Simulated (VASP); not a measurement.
Runs of VASP 6.6.1 on NaCl. Symmetry: Fm-3m, No. 225, cubic system. The conventional cell has a = 5.608 Å, b = 5.608 Å, c = 5.608 Å, α = 90.00°, β = 90.00°, γ = 90.00°. Na (site symmetry m-3m) is surrounded by 6 Cl at 2.80 Å. Around Cl (site symmetry m-3m) lie 6 Na at 2.80 Å. 

| task | level | cell | k mesh | cutoff (eV) | grid for exact exchange (PRECFOCK) | screening parameter | exchange at q = 0 | share of exact exchange | gap on the mesh (eV) | pressure (GPa) |
| --- | --- | --- | --- | --- | --- | --- | --- | --- | --- | --- |
| band structure | PBE | Fm-3m, 22.04 Å³/atom | 6 × 6 × 6 | 520 | Fast | - | - | - | 5.17 | 1.2 |
| relaxation of cell and atoms | PBEsol | relaxed | 8 × 8 × 8 | 600 | - | - | - | - | (a) | -0.1 |
| band structure | HSE06 | Fm-3m, 22.04 Å³/atom | 6 × 6 × 6 | 520 | Fast | 0.2 1/A | - | - | 6.57 | (b) |
| band structure | PBE-EpsX | Fm-3m, 22.04 Å³/atom | 6 × 6 × 6 | 520 | Fast | - | truncated | 0.3972 | 8.53 | 0.2 |

Alike in all rows: potentials or basis VASP PAW PBE potentials, release 64 (Na_pv, Cl); no spin polarisation; smearing gaussian 0.03 eV.

Q: Estimate the missing entries.

A: (a) 4.99; (b) 0.7.

Caveats: the PAW data sets were made with another functional, which shifts forces and pressure a little (some runs).

